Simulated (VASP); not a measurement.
```
MgTe
1.0
    2.27500    -3.94042     0.00000
    2.27500     3.94042     0.00000
    0.00000     0.00000     7.39000
Mg Te
2 2
Direct
  0.66667   0.33333   0.50000
  0.33333   0.66667   0.00000
  0.66667   0.33333   0.87600
  0.33333   0.66667   0.37600
```

The base run (VASP): PBE GGA, plane waves, VASP's PBE PAW potentials (set 64). Settings: 400 eV cut-off, 6×6×4 Γ-centred mesh, Gaussian smearing of 0.050 eV, potentials Mg Te.

One setting is varied; ΔE counts from the most expensive setting. The base run took about 10 core-seconds. Costs are core time on shared hosts, one run each; read them as rough ratios.

The pressure holds a Pulay error that falls with the cut-off, as the column shows.

| setting | cost over the base run | electronic steps | ΔE (meV/atom) | pressure (GPa) |
|---|---|---|---|---|
| ENCUT = 150 | about 1/3 | 13 | 6.1 | 1.33 |
| ENCUT = 300 | within a factor of 2 | 13 | 0.5 | 1.47 |
| ENCUT = 350 | within a factor of 2 | 13 | 0.3 | 1.47 |
| base run | reference | 13 | 0.2 | 1.48 |
| ENCUT = 500 | within a factor of 2 | 13 | 0.1 | 1.48 |
| ENCUT = 600 | within a factor of 2 | 13 | 0.0 | 1.48 |
| ENCUT = 700 | within a factor of 2 | 13 | 0.0 | 1.48 |
| ENCUT = 750 | about 3 times | 13 | 0.0 | 1.48 |

Left out are runs that failed, have no time on record or changed the cell.

The compound is MgTe in the wurtzite structure. The cell was not relaxed at this level.
